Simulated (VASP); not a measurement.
Wanted: the native input for a VASP 6.6.1 run.

```yaml
Task: single point
Functional: PBE
Potentials_or_basis: VASP PAW PBE potentials, release 64 (Zr_sv, B)
Cutoff: 520 eV
k_mesh: 15 × 15 × 12
Occupations: gaussian, width 0.1 eV
Spin: no spin polarisation
Dipole_correction: no
Further_INCAR_settings: ALGO = Normal; EDIFF = 1e-06; NBANDS = 16
```

The structure of ZrB2 lies in POSCAR:

```
ZrB2
1.0
    3.1711659775      0.0000000000      0.0000000000
   -1.5855829887      2.7463102961      0.0000000000
    0.0000000000      0.0000000000      3.5422975713
Zr B
1 2
Direct
    0.0000000000      0.0000000000      0.0000000000
    0.3333333333      0.6666666667      0.5000000000
    0.6666666667      0.3333333333      0.5000000000
```

These files were run (other wordings do the same):

INCAR

```
ALGO = Normal
EDIFF = 1E-6
ENCUT = 520
GGA = PE
ISIF = 2
ISMEAR = 0
LASPH = True
LCHARG = False
LREAL = False
LWAVE = False
NBANDS = 16
NELM = 100
PREC = Accurate
SIGMA = 0.1
```

KPOINTS

```
k-points
0
Gamma
  15 15 12
```

Potentials or basis: VASP PAW PBE potentials, release 64 (Zr_sv, B).

Command:

```console
$ cat potpaw_PBE.64/Zr_sv/POTCAR potpaw_PBE.64/B/POTCAR > POTCAR
$ mpirun -np 1 vasp_std > vasp.out
```

It gave:

| Item | Value |
| --- | --- |
| Pressure | 0.1 GPa |
| Band gap on the k mesh | none (metal or under the smearing width) |

Run time: 25 s on 1 thread of Intel(R) Xeon(R) 6975P-C (Granite Rapids), on a shared host, peak memory 0.21 GiB.
